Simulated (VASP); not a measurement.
A convergence study with VASP on Mg₂Si (antifluorite): one setting is varied, all else stays as given below, so the limit is that of these other settings. ε∞ is the independent-particle value.

```xyz
3
Lattice="0.0000 3.1750 3.1750 3.1750 0.0000 3.1750 3.1750 3.1750 0.0000" Properties=species:S:1:pos:R:3 pbc="T T T"
Mg     1.5875     1.5875     1.5875
Mg     4.7625     4.7625     4.7625
Si     0.0000     0.0000     0.0000
```

Level of theory: PBE GGA, VASP's PBE PAW potentials (set 64) (plane waves; VASP). The tightest run used: 550 eV cut-off, 5×5×5 Γ-centred mesh, Gaussian smearing of 0.050 eV, potentials Mg Si.

```csv
setting,mean ε∞,bands
NBANDS = 5,20.57,5
NBANDS = 6,23.44,6
NBANDS = 8,25.07,8
```

Task: These are the cheaper rows. Estimate the results at NBANDS = 132, and how far the last row shown lies from them.

Result: 
```csv
quantity,tightest run,last row shown is off by
mean ε∞,25.38,-0.32
```

Left out are rungs that failed or repeat a setting and relaxations that didn't move; long series are thinned to 24 rows.

The compound is Mg2Si in the antifluorite structure. The cell was not relaxed at this level.
